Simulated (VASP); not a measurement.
Method: r2SCAN meta-GGA, VASP's PBE PAW potentials (set 64) (plane waves; VASP).

A VASP calculation is set up with these files.

**INCAR**
```
# general
SYSTEM   =  Al2Cu
PREC     =  Accurate
ENCUT    =  400
LREAL    =  .FALSE.
LASPH    =  .TRUE.

# electronic loop
EDIFF    =  1E-7
NELM     =  100
ALGO     =  Normal
LMAXMIX  =  4
LMIXTAU  =  .TRUE.

# smearing
ISMEAR   =  -5

# functional
METAGGA  =  R2SCAN

# ions
ISIF     =  2

# output
LWAVE    =  .FALSE.
LCHARG   =  .FALSE.
LORBIT   =  11
NEDOS    =  601
```

**POSCAR**
```
Al2Cu
1
    4.0744696397     0.0000000000     0.0000000000
    0.0000000000     4.0744696397    -0.0000000000
    0.0000000000    -0.0000000000     2.8620750551
Al Cu
2 1
Direct
  0.5000000000   0.0000000000   0.5000000000
  0.0000000000   0.5000000000   0.5000000000
  0.0000000000   0.0000000000   0.0000000000
```

**KPOINTS**
```
Automatic mesh
0
Gamma
9 9 12
0 0 0
```

KPOINTS_OPT:
```
k-points along high-symmetry lines
6
Line-mode
Reciprocal
  0.000000   0.000000   0.000000 ! GAMMA
  0.000000   0.500000   0.000000 ! X

  0.000000   0.500000   0.000000 ! X
  0.500000   0.500000   0.000000 ! M

  0.500000   0.500000   0.000000 ! M
  0.000000   0.000000   0.000000 ! GAMMA

  0.000000   0.000000   0.000000 ! GAMMA
  0.000000   0.000000   0.500000 ! Z

  0.000000   0.000000   0.500000 ! Z
  0.000000   0.500000   0.500000 ! R

  0.000000   0.500000   0.500000 ! R
  0.500000   0.500000   0.500000 ! A

  0.500000   0.500000   0.500000 ! A
  0.000000   0.000000   0.500000 ! Z

  0.000000   0.500000   0.000000 ! X
  0.000000   0.500000   0.500000 ! R

  0.500000   0.500000   0.000000 ! M
  0.500000   0.500000   0.500000 ! A
```

POTCAR, in this order: Al Cu (PBE.64 set). Program: vasp_std.

Output

**OSZICAR**
```
       N       E                     dE             d eps       ncg     rms          rms(c)
DAV:   1     0.519340356330E+02    0.51934E+02   -0.62602E+03  2528   0.124E+03
DAV:   2    -0.254744550875E+02   -0.77408E+02   -0.71983E+02  2524   0.238E+02
DAV:   3    -0.282566305392E+02   -0.27822E+01   -0.26703E+01  3296   0.616E+01
DAV:   4    -0.283159546980E+02   -0.59324E-01   -0.59346E-01  3176   0.711E+00
DAV:   5    -0.283184812404E+02   -0.25265E-02   -0.25336E-02  3748   0.162E+00    0.130E+01
DAV:   6    -0.272658703790E+02    0.10526E+01   -0.43490E+01  2868   0.250E+02    0.104E+01
DAV:   7    -0.244711927519E+02    0.27947E+01   -0.10075E+01  3072   0.106E+02    0.194E+00
DAV:   8    -0.244777363643E+02   -0.65436E-02   -0.14887E+00  3724   0.378E+01    0.221E+00
DAV:   9    -0.244080412461E+02    0.69695E-01   -0.20432E-01  3456   0.160E+01    0.855E-01
DAV:  10    -0.244181496454E+02   -0.10108E-01   -0.20596E-02  2628   0.148E+00    0.511E-01
DAV:  11    -0.244066815052E+02    0.11468E-01   -0.12374E-02  3716   0.206E+00    0.230E-01
DAV:  12    -0.244143127227E+02   -0.76312E-02   -0.94160E-03  3032   0.255E+00    0.447E-02
DAV:  13    -0.244143729875E+02   -0.60265E-04   -0.28393E-04  2936   0.177E-01    0.287E-02
DAV:  14    -0.244143815266E+02   -0.85391E-05   -0.15185E-04  3200   0.419E-01    0.301E-02
DAV:  15    -0.244143556579E+02    0.25869E-04   -0.58841E-05  3208   0.239E-01    0.702E-03
DAV:  16    -0.244143552754E+02    0.38241E-06   -0.15124E-05  3500   0.105E-01    0.327E-03
DAV:  17    -0.244143551727E+02    0.10273E-06   -0.12872E-06  3436   0.294E-02    0.106E-03
DAV:  18    -0.244143552541E+02   -0.81367E-07   -0.40239E-08  1536   0.252E-03
   1 F= -.24414355E+02 E0= -.24414355E+02  d E =0.000000E+00
       N       E                     dE             ncg
```

**OUTCAR**
```
------------------------ aborting loop because EDIFF is reached ----------------------------------------
  FORCE on cell =-STRESS in cart. coord.  units (eV):
  Direction    XX          YY          ZZ          XY          YZ          ZX
  --------------------------------------------------------------------------------------
  Total        0.1922176      0.1922176     -0.5130124      0.0000000      0.0000000      0.0000000
  in kB        6.4815735      6.4815735    -17.2987698      0.0000000      0.0000000      0.0000000
  external PRESSURE =      -1.4452076 kB  Pullay stress =       0.0000000 kB
  volume of cell :       47.51
      direct lattice vectors                 reciprocal lattice vectors
     4.074469640  0.000000000  0.000000000     0.245430716  0.000000000  0.000000000
     0.000000000  4.074469640  0.000000000     0.000000000  0.245430716  0.000000000
     0.000000000  0.000000000  2.862075055     0.000000000  0.000000000  0.349396847
 POSITION                                       TOTAL-FORCE (eV/Angst)
 -----------------------------------------------------------------------------------
      2.03723      0.00000      1.43104         0.000000      0.000000      0.000000
      0.00000      2.03723      1.43104         0.000000      0.000000      0.000000
      0.00000      0.00000      0.00000         0.000000      0.000000      0.000000
 -----------------------------------------------------------------------------------
    total drift:                               -0.000000     -0.000000     -0.000000
  FREE ENERGIE OF THE ION-ELECTRON SYSTEM (eV)
  ---------------------------------------------------
  free  energy   TOTEN  =       -24.4143552541 eV

  energy  without entropy=      -24.4143552541  energy(sigma->0) =      -24.41435525

 total charge

# of ion       s       p       d       tot
------------------------------------------
    1        0.403   0.389   0.000   0.792
    2        0.403   0.389   0.000   0.792
    3        0.520   0.580   9.132  10.232
--------------------------------------------------
tot          1.325   1.358   9.132  11.816
```
(Selected blocks of OUTCAR.)

For a metal the tetrahedron method with Blöchl corrections gives inexact stress and forces.

The structure comes from a computed database's Al2Cu entry (P4/mmm); how it stands against other phases isn't given here. It was relaxed first. The electron count is odd and the run is not spin-polarised, which forces a metal.
